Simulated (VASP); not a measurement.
# A single sheet of CrBr2 in VASP

Aim: model a single sheet of CrBr2 by a slab and find how far its highest filled level lies below the vacuum.

Program: VASP 6.6.1. Level of theory: PBEsol, spin-polarised from a ferromagnetic start (one magnetic atom a cell); plane waves and PAW (Br, Cr). Results are calculated unless marked as measured.

Report form: the programs' logs are mostly left out.

### 1. Set-up

The cell holds 3 atoms: 2 Br and 1 Cr. Its edges and angles: a = 4.168 Å, b = 4.168 Å, c = 18.016 Å, α = 90.0°, β = 90.0°, γ = 52.1°. It derives from CrBr2. 1 sheet cut from a layered arrangement of the crystal. Vacuum lies along c.

As a file:

```xyz
3
Lattice="4.1684 0.0000 0.0000 2.5597 3.2899 0.0000 0.0000 0.0000 18.0161" Properties=species:S:1:pos:R:3
Br    3.5396    1.7308   10.5161
Br    1.8826    0.9205    7.5000
Cr    6.0751    2.9706    9.0080
```

### 2. Relaxing the slab

All atoms relax at the fixed cell.

File INCAR:

```
SYSTEM = CrBr2
PREC = Normal
ENCUT = 300
EDIFF = 1E-05
NELM = 120
ISMEAR = 0
SIGMA = 0.05
LREAL = .FALSE.
ALGO = Fast
GGA = PS
NBANDS = 17
ISPIN = 2
MAGMOM = 0 0 3
LMAXMIX = 4
LORBIT = 11
LWAVE = .FALSE.
LCHARG = .FALSE.
KPAR = 2
IBRION = 2
NSW = 40
ISIF = 2
EDIFFG = -0.03
POTIM = 0.4
MAXMIX = 40
IDIPOL = 3
LDIPOL = .TRUE.
DIPOL = 0.5 0.5 0.5
```

File POSCAR:

```
CrBr2
1.0
    4.1683699850      0.0000000000      0.0000000000
    2.5597016450      3.2898686630      0.0000000000
    0.0000000000      0.0000000000     18.0160793074
Br Cr
2 1
Direct
    0.5260881120      0.5260881120      0.5837052070
    0.2798100870      0.2798100870      0.4162947930
    0.9029490990      0.9029490990      0.5000000000
```

File KPOINTS:

```
Automatic mesh
0
Gamma
7 7 1
0 0 0
```

The projector-augmented-wave data sets are Br and Cr (PBE family, release 64).

Started as:

```console
$ mpirun -np 2 vasp_std
```

Wall time 2.4 min (2 MPI ranks of AMD EPYC 7R43, shared host); peak memory 0.36 GiB.

The cell holds one magnetic atom, so no antiferromagnetic order fits into it. The gap is read on the k-mesh alone, so it is an upper bound where the band edges lie off the mesh. LASPH is off, so gradient terms of the non-spherical density inside the spheres are left out; for open d or f shells this can shift gaps and moments. The PAW data sets were made with PBE, which is usual practice but a small mismatch for other functionals. The data set Cr keeps the semicore shell frozen, which is cheaper and a little less accurate. The run keeps the 4 symmetry operations of its start, so it cannot find a distortion of lower symmetry.

Relaxation path:

```
step  energy less that of the first step (eV)  largest force (eV/Å)
   1                                   0.0000                0.3937
   2                                  -0.0105                0.2856
   3                                  -0.0206                0.1213
   4                                  -0.0141                0.2807
   5                                  -0.0226                0.0498
   6                                  -0.0226                0.0517
   7                                  -0.0229                0.0498
   8                                  -0.0236                0.0430
   9                                  -0.0249                0.0211
```

The atoms that moved most (Å):

```
atom      dx      dy      dz  length
 Br1   0.009   0.005  -0.067   0.068
 Br2  -0.009  -0.005   0.067   0.068
```

Final coordinates:

```xyz
3
Lattice="4.1684 0.0000 0.0000 2.5597 3.2899 0.0000 0.0000 0.0000 18.0161" Properties=species:S:1:pos:R:3
Br    3.5490    1.7354   10.4492
Br    1.8731    0.9159    7.5669
Cr    6.0751    2.9706    9.0080
```

Numbers from this step:

```
electronic cycles                                 : 74
electrons                                         : 20
free energy (TOTEN)                               : -15.49 eV
Fermi energy                                      : -2.377 eV
moment of the cell, from the last line of the log : 4.002 μB
labelled metallic, from the levels on this mesh   : no
dipole moment                                     : 0, 0, 0 e·Å
gap on the k-mesh                                 : 0.5677 eV
least direct gap on the k-mesh                    : 0.7193 eV
```

Spin moment in the PAW sphere by atom:

```
atom  spin moment in the PAW sphere (μB)
 Br1                               -0.02
 Br2                               -0.02
 Cr3                                3.74
```

The run ended after 9 ionic steps, 0.025 eV below its first step, once the forces on the free atoms met EDIFFG = -0.03.

Only the dipole across the slab is computed (IDIPOL = 3); zeros along the plane are no results.

### 3. Potential and states of the slab

A static run writes the electrostatic potential without exchange and correlation (LVHAR), which is flat in the vacuum and gives the level to count from. The dipole correction cancels the field that unlike faces would set up across the vacuum.

File INCAR:

```
SYSTEM = CrBr2
PREC = Normal
ENCUT = 300
EDIFF = 1E-06
NELM = 120
ISMEAR = 0
SIGMA = 0.05
LREAL = .FALSE.
ALGO = Fast
GGA = PS
NBANDS = 24
ISPIN = 2
MAGMOM = 0 0 3
LMAXMIX = 4
LORBIT = 11
LWAVE = .TRUE.
LCHARG = .TRUE.
IDIPOL = 3
LDIPOL = .TRUE.
DIPOL = 0.5 0.5 0.5
LVHAR = .TRUE.
LVACPOTAV = .TRUE.
LELF = .TRUE.
NEDOS = 1500
```

File POSCAR:

```
CrBr2
1.0
    4.1683699850      0.0000000000      0.0000000000
    2.5597016450      3.2898686630      0.0000000000
    0.0000000000      0.0000000000     18.0160793074
Br Cr
2 1
Direct
    0.5274906002      0.5274906002      0.5799915138
    0.2784075988      0.2784075988      0.4200084862
    0.9029490990      0.9029490990      0.5000000000
```

KPOINTS is that of step 2.

File KPOINTS_OPT:

```
Line mode
14
Line-mode
Reciprocal
  0.00000000   0.00000000   0.00000000 GAMMA
  0.30977450  -0.30977450   0.00000000 X

  0.30977450  -0.30977450   0.00000000 X
  0.69022550   0.30977450   0.00000000 A1

  0.69022550   0.30977450   0.00000000 A1
  0.50000000   0.50000000   0.00000000 Y

  0.50000000   0.50000000   0.00000000 Y
  0.00000000   0.00000000   0.00000000 GAMMA
```

Started as:

```console
$ mpirun -np 2 vasp_std
```

Elapsed: 2.2 min, on 2 MPI ranks; peak memory 0.33 GiB.

With spin, VASP writes an ELF for each channel.

Numbers from this step:

| Quantity | Value |
| --- | --- |
| electronic cycles | 27 |
| Fermi energy | -2.379 eV |
| moment of the cell, from the last line of the log | 4 μB |
| least gap on mesh and path | 0.5007 eV |
| least direct gap on mesh and path | 0.6514 eV |
| vacuum levels | 2.388, 2.388 eV |
| ionisation potentials of the upper and lower face | 4.966, 4.966 eV |
| electron affinities of the upper and lower face | 4.465, 4.465 eV |

Spin up. The electronic bands at the labelled points (eV, zero at the valence-band top; v1 is the highest filled band, c1 the lowest empty one):

```
          point     v4     v3     v2     v1    c1    c2    c3    c4
              Γ  -1.52  -1.12  -0.95  -0.02  1.03  2.92  3.55  4.69
0.54 of the way  -1.11  -0.97  -0.64  -0.33  0.65  4.56  4.69  5.21
              X  -1.15  -1.04  -0.68  -0.23  0.76  4.75  5.31  6.77
0.46 of the way  -1.22  -1.13  -0.88   0.00  0.93  3.98  4.07  6.50
             A1  -1.15  -1.04  -0.68  -0.23  0.76  4.75  5.31  6.77
0.46 of the way  -1.12  -0.85  -0.84  -0.10  0.56  5.21  5.40  6.67
              Y  -1.55  -0.91  -0.73   0.00  0.98  4.33  4.71  6.25
0.46 of the way  -1.53  -0.97  -0.56  -0.33  0.99  4.13  4.66  5.50
              Γ  -1.52  -1.12  -0.95  -0.02  1.03  2.92  3.55  4.69
```

Of the projections kept (Br, Cr), the largest for each band there; the rest of the weight can lie on other orbitals:

```
point       v4       v3       v2       v1       c1       c2       c3       c4
    Γ  Cr 0.95  Cr 0.99  Cr 0.97  Cr 0.75  Cr 0.67  Cr 0.55  Cr 0.56  Br 0.63
    X  Cr 0.98  Cr 0.96  Cr 0.91  Cr 0.88  Cr 0.77  Cr 0.60  Br 0.52  Br 0.70
   A1  Cr 0.98  Cr 0.96  Cr 0.91  Cr 0.88  Cr 0.77  Cr 0.60  Br 0.52  Br 0.70
    Y  Cr 0.92  Cr 1.00  Cr 0.99  Cr 0.84  Cr 0.67  Cr 0.62  Br 0.60  Cr 0.54
    Γ  Cr 0.95  Cr 0.99  Cr 0.97  Cr 0.75  Cr 0.67  Cr 0.55  Cr 0.56  Br 0.63
```

The density of states has structure finer than the step of the table below, so its rows give means over 0.5 eV, whole bins alone (the curve runs from -12.0 to 8.49 eV). Peaks (eV: height): total up -4.87: 4.94, -1.08: 7.38, 5.15: 5.16, 7.17: 4.62; total down -2.97: 5.52, 2.49: 7.77, 2.78: 5.91, 8.24: 4.87; Br p up -4.87: 2.28, -3.72: 1.76, -3.47: 1.83, -3.22: 1.87; Br p down -4.16: 1.76, -3.55: 1.74, -3.30: 2.40, -2.97: 3.32; Cr s up 4.29: 0.560, 4.58: 0.352, 4.92: 0.365, 5.11: 0.374.

Table of density of states by energy, zero at the valence-band top; means over each step; values in states/eV/cell:

```
energy (eV)  total up  total down  Br p up  Br p down  Cr s up  Cr d up  Cr d down
       -6.5         0           0        0          0        0        0          0
       -6.0     0.288           0    0.119          0   0.0375   0.0172          0
       -5.5      1.12       0.614    0.465      0.281    0.118   0.0873     0.0210
       -5.0      1.95        1.47    0.879      0.695   0.0746    0.124     0.0476
       -4.5      1.84        1.76    0.848      0.868  0.00797    0.265     0.0541
       -4.0      2.04        1.80    0.929      0.956  0.00794    0.384      0.137
       -3.5      2.17        2.42     1.07       1.33   0.0105    0.342      0.214
       -3.0      2.18        3.03     1.24       1.81  0.00193    0.148      0.112
       -2.5     0.494       0.978    0.312      0.623   2.5e-5  0.00745     0.0113
       -2.0         0           0        0          0        0        0          0
       -1.5     0.401           0   0.0216          0  0.00593    0.321          0
       -1.0      4.50           0    0.177          0   0.0265     3.84          0
       -0.5      1.56           0    0.145          0   0.0144     1.22          0
        0.0      1.53           0    0.222          0   0.0210     1.11          0
        0.5      1.13           0    0.198          0   1.9e-4    0.731          0
        1.0     0.873      3.4e-4    0.191     7.6e-6   4.3e-5    0.561     2.4e-4
        1.5         0       0.527        0     0.0183        0        0      0.385
        2.0         0        2.09        0     0.0553        0        0       1.58
        2.5         0        4.66        0      0.176        0        0       3.74
        3.0    0.0406        2.70  0.00177      0.182  0.00473  0.00366       2.16
        3.5     0.289      0.0228   0.0226     8.3e-4   0.0267   0.0143     0.0132
        4.0     0.694       0.295   0.0518     0.0105   0.0791   0.0168     0.0360
        4.5      1.66       0.332    0.151     0.0141    0.213   0.0417    0.00923
        5.0      1.94        1.68    0.178     0.0721    0.181   0.0313     0.0583
        5.5     0.784        1.73   0.0505      0.111   0.0141  0.00768     0.0764
        6.0      1.37        1.55   0.0624      0.112   0.0245   0.0175     0.0520
        6.5      1.86        1.84   0.0881      0.104   0.0148   0.0612     0.0461
        7.0      2.72        1.86    0.132     0.0874   0.0171   0.0873     0.0642
        7.5      2.08        2.46   0.0841      0.105   0.0124   0.0407      0.138
        8.0      2.23        2.41    0.116      0.104   0.0105   0.0697      0.103
```

Zero at the Fermi level. Planar average of the electrostatic potential against height:

```
height (Å)  planar average of the electrostatic potential (eV)
       0.0                                                4.77
       0.5                                                4.77
       1.0                                                4.77
       1.5                                                4.77
       2.0                                                4.77
       2.5                                                4.77
       3.0                                                4.77
       3.5                                                4.77
       4.0                                                4.77
       4.5                                                4.77
       5.0                                                4.76
       5.5                                                4.71
       6.0                                                4.49
       6.5                                                3.41
       7.0                                               -2.14
       7.5                                               -6.62
       8.0                                               -6.00
       8.5                                               -3.07
       9.0                                               -4.03
       9.5                                               -3.09
      10.0                                               -5.88
      10.5                                               -6.67
      11.0                                               -2.38
      11.5                                                3.35
      12.0                                                4.47
      12.5                                                4.71
      13.0                                                4.76
      13.5                                                4.77
      14.0                                                4.77
      14.5                                                4.77
      15.0                                                4.77
      15.5                                                4.77
      16.0                                                4.77
      16.5                                                4.77
      17.0                                                4.77
      17.5                                                4.77
```

Density of states in the PAW spheres, an atom over height of the layer and energy from the Fermi level.

Values in states/eV, 22 rows by 3 columns, each cell a mean:
```
0.14 0.92 0.14
0.01 0.10 0.01
0.17 1.72 0.17
0.07 1.40 0.07
0.10 3.86 0.10
0.04 1.19 0.04
0.00 0.08 0.00
0.00 0.00 0.00
0.51 0.06 0.51
1.48 0.30 1.48
1.38 0.56 1.38
1.07 0.70 1.07
0.91 0.60 0.91
0.86 0.52 0.86
0.96 0.49 0.96
0.53 0.37 0.53
0.25 0.21 0.25
0.03 0.03 0.03
0.00 0.00 0.00
0.00 0.00 0.00
0.00 0.00 0.00
0.00 0.00 0.00
```
Columns: height of the layer (Å) from 7.6 to 10.4; rows upwards: energy from the Fermi level (eV) from -7.9 to 0.5.

Spin down. Electronic bands along the path, in eV, zero at the valence-band top; v1 is the highest filled band, c1 the lowest empty one:

```
          point     v4     v3     v2     v1    c1    c2    c3    c4
              Γ  -3.42  -2.85  -2.57  -2.48  1.54  2.05  2.24  2.82
0.54 of the way  -4.29  -3.10  -3.06  -2.86  2.18  2.26  2.35  2.55
              X  -4.49  -3.77  -3.30  -2.97  2.18  2.34  2.50  2.74
0.46 of the way  -4.04  -3.34  -3.31  -2.96  1.81  2.36  2.49  2.96
             A1  -4.49  -3.77  -3.30  -2.97  2.18  2.34  2.50  2.74
0.46 of the way  -4.10  -3.87  -3.12  -3.09  1.91  2.37  2.59  2.66
              Y  -3.52  -3.29  -3.06  -3.00  1.33  2.56  2.80  2.86
0.46 of the way  -3.55  -3.33  -2.81  -2.70  1.41  2.50  2.69  2.76
              Γ  -3.42  -2.85  -2.57  -2.48  1.54  2.05  2.24  2.82
```

Of the projections kept (Br, Cr), the largest for each band there; the rest of the weight can lie on other orbitals:

```
point       v4       v3       v2       v1       c1       c2       c3       c4
    Γ  Br 0.87  Br 0.97  Br 0.93  Br 0.99  Cr 0.93  Cr 0.91  Cr 0.98  Cr 0.88
    X  Br 0.86  Br 0.91  Br 0.80  Br 0.95  Cr 0.97  Cr 0.96  Cr 0.93  Cr 0.87
   A1  Br 0.86  Br 0.91  Br 0.80  Br 0.95  Cr 0.97  Cr 0.96  Cr 0.93  Cr 0.87
    Y  Br 0.71  Br 0.90  Br 0.95  Br 0.91  Cr 0.91  Cr 0.94  Cr 0.99  Cr 0.85
    Γ  Br 0.87  Br 0.97  Br 0.93  Br 0.99  Cr 0.93  Cr 0.91  Cr 0.98  Cr 0.88
```

Spin density in the ca plane at fractional y = 0.278, with atoms of Br within 0.2 Å of it.

Ten even steps from '0' (-0.025 e/Å³) to '9' (0.059 e/Å³), each cell a mean:
```
22222222222222222233455432222222222222222222
22222222222222222334677531122222222222222222
22222222222222223334799531122222222222222222
22222222222222233334698521233322222222222222
22222222222222333332356432333322222222222222
22222222222222334520034433333322222222222222
22222222222222334431013333333222222222222222
22222222222222232244222333322222222222222222
22222222222222222244323332222222222222222222
22222222222222222233333332222222222222222222
```
Columns run along c (18.0 Å), rows up along a (4.2 Å). Atoms in or near the plane, at fractional coordinates: Br at (0.42, 0.28).

Electrostatic potential energy in the ca plane at fractional y = 0.278, with atoms of Br within 0.2 Å of it. With pseudopotentials it is smooth inside the atoms' cores, unlike the true potential.

Values in eV, 6 rows by 16 columns, each cell a mean:
```
  2   2   2   2   2   2   1   0  -1  -3   1   2   2   2   2   2
  2   2   2   2   2   2   1  -1  -6 -16   0   2   2   2   2   2
  2   2   2   2   2   2  -4  -4  -4  -9   1   2   2   2   2   2
  2   2   2   2   2   0 -22 -14   0   0   2   2   2   2   2   2
  2   2   2   2   2  -1 -25 -17   1   2   2   2   2   2   2   2
  2   2   2   2   2   1 -11  -6   1   1   2   2   2   2   2   2
```
Columns run along c (18.0 Å; values clipped at the 3rd and 97th percentile), rows up along a (4.2 Å). Atoms in or near the plane, at fractional coordinates: Br at (0.42, 0.28).

Valence density in the ca plane at fractional y = 0.278, with atoms of Br within 0.2 Å of it. It is the smooth field of the valence electrons, not physical close to the nuclei.

Values in units of 1e-1 e/Å³, 6 rows by 16 columns, each cell a mean:
```
0.0 0.0 0.0 0.0 0.0 0.1 0.7 0.9 1.6 2.7 0.5 0.0 0.0 0.0 0.0 0.0
0.0 0.0 0.0 0.0 0.0 0.1 0.4 0.9 3.8 7.4 1.2 0.0 0.0 0.0 0.0 0.0
0.0 0.0 0.0 0.0 0.0 0.4 3.2 2.7 3.0 5.6 0.9 0.0 0.0 0.0 0.0 0.0
0.0 0.0 0.0 0.0 0.0 1.4 8.6 6.9 1.2 1.3 0.3 0.0 0.0 0.0 0.0 0.0
0.0 0.0 0.0 0.0 0.0 1.7 6.9 7.1 0.7 0.2 0.1 0.0 0.0 0.0 0.0 0.0
0.0 0.0 0.0 0.0 0.0 0.6 5.9 3.9 0.5 0.4 0.1 0.0 0.0 0.0 0.0 0.0
```
Columns run along c (18.0 Å), rows up along a (4.2 Å). Atoms in or near the plane, at fractional coordinates: Br at (0.42, 0.28).

The map of layer states is cut here 0.5 eV above the Fermi level, so it leaves out the states above that.

The vacuum level lies 4.97 eV above the highest filled level at the upper face; both faces agree, as the slab has next to no dipole.

The program found no field-free point at its default tolerance, but its printed level agrees with the flat part of the planar average.

(Part 1 of 2 ends here.)

[Lines on the potential files, build, host, timing and source positions are cut from VASP's logs without a mark.]

[Logs are printed without paths, hosts, clocks, repeated set-up lines and the standing remarks that a program may print on its own settings, such as how far it seeks lower states.]

[Hosts, paths, dates, database ids (printed as entryN), source tags and the programs' standing remarks are cut or masked in the printed files.]

[In band tables of VASP the shares of atoms and orbitals are scaled to a sum of 1 inside the atoms' spheres.]

[Runs that stopped without an error message from VASP are left out.]
